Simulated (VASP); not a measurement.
An input for Quantum ESPRESSO's pw.x (written as the equivalent of a VASP run, and not itself run):

```
&CONTROL
  calculation = 'scf'
  pseudo_dir = './pseudo'
  outdir = './out'
  tprnfor = .true.
  tstress = .true.
/
&SYSTEM
  ibrav = 0
  nat = 2
  ntyp = 2
  ecutwfc = 82
  occupations = 'smearing'
  smearing = 'methfessel-paxton'
  degauss = 0.00735
  input_dft = 'vdw-df-obk8'
/
&ELECTRONS
  conv_thr = 7.3e-09
  electron_maxstep = 100
/
ATOMIC_SPECIES
  Hf 178.490 Hf.upf
  C 12.011 C.upf
CELL_PARAMETERS angstrom
     0.0000000    2.3005248    2.3005248
     2.3005248    0.0000000    2.3005248
     2.3005248    2.3005248    0.0000000
ATOMIC_POSITIONS crystal
  Hf   0.0000000  0.0000000  0.0000000
  C    0.5000000  0.5000000  0.5000000
K_POINTS automatic
  14 14 14 0 0 0
```

Q: Write the VASP files for the same calculation (optB88-vdW).

A: This is not unique; one that fits is 
**POSCAR**
```
HfC
1.0
  0.0000000000   2.3005248374   2.3005248374
  2.3005248374   0.0000000000   2.3005248374
  2.3005248374   2.3005248374   0.0000000000
Hf C
1 1
Cartesian
  0.0000000000   0.0000000000   0.0000000000
  2.3005248374   2.3005248374   2.3005248374
```

### INCAR
```
SYSTEM = HfC
PREC = Accurate
ENCUT = 520
EDIFF = 1E-7
NELM = 100
ALGO = Normal
LREAL = .FALSE.
LASPH = .TRUE.
ISMEAR = 1
SIGMA = 0.1
GGA = BO
PARAM1 = 0.1833333333
PARAM2 = 0.22
LUSE_VDW = .TRUE.
AGGAC = 0.0
LMAXMIX = 6
LWAVE = .FALSE.
LCHARG = .FALSE.
ISIF = 2
```

KPOINTS:
```
Automatic mesh
0
Gamma
14 14 14
0 0 0
```

POTCAR, in this order: Hf_pv C (PBE.64 set). Program: vasp_std.

What does not carry over: the potentials are each code's own (VASP's PAW set, PseudoDojo norm-conserving files in pw.x), so ENCUT and ecutwfc are chosen apart and not converted; conv_thr bounds pw.x's estimated SCF error, while EDIFF bounds the energy change between steps.

The compound is HfC in the rock salt structure. This cell is one point of a volume scan, at 0.97 of the reference volume.
